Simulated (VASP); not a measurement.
ZnSe:

```
Zn Se
1.0
     0.00000    2.83380    2.83380
     2.83380    0.00000    2.83380
     2.83380    2.83380    0.00000
Zn Se
1 1
Direct
  0.00000 0.00000 0.00000
  0.25000 0.25000 0.25000
```

```yaml
Program: VASP 6.6.1
Task: relaxation of cell and atoms
Functional: PBE
Potentials_or_basis: VASP PAW PBE potentials, release 64 (Zn, Se)
Cutoff: 520 eV
k_mesh: 10 × 10 × 10
Occupations: gaussian, width 0.02 eV
Spin: no spin polarisation
```

At the start: pressure 2.4 GPa; volume 22.76 Å³/atom.

**Question.** Where does the relaxation end?

**Answer.** Over 4 steps the energy falls by 6.2 meV/atom and the volume is 23.64 Å³/atom (+3.9 %); space group F-43m (No. 216, to 0.05 Å).

Step by step:
| step | energy change (eV) | largest force (eV/Å) | pressure (GPa) | volume (Å³) |
| --- | --- | --- | --- | --- |
| 1 | 0.0000 | 0.0000 | 2.43 | 45.51 |
| 2 | -0.0112 | 0.0000 | -0.65 | 47.82 |
| 3 | -0.0124 | 0.0000 | 0.04 | 47.24 |
| 4 | -0.0124 | 0.0000 | 0.00 | 47.28 |

Final structure:
```yaml
crystal:
  lattice:
    - [0.00000, 2.86995, 2.86995]
    - [2.86995, 0.00000, 2.86995]
    - [2.86995, 2.86995, 0.00000]
  atoms:
    - { symbol: Zn, position: [0.00000, 0.00000, 0.00000] }
    - { symbol: Se, position: [0.25000, 0.25000, 0.25000] }
```
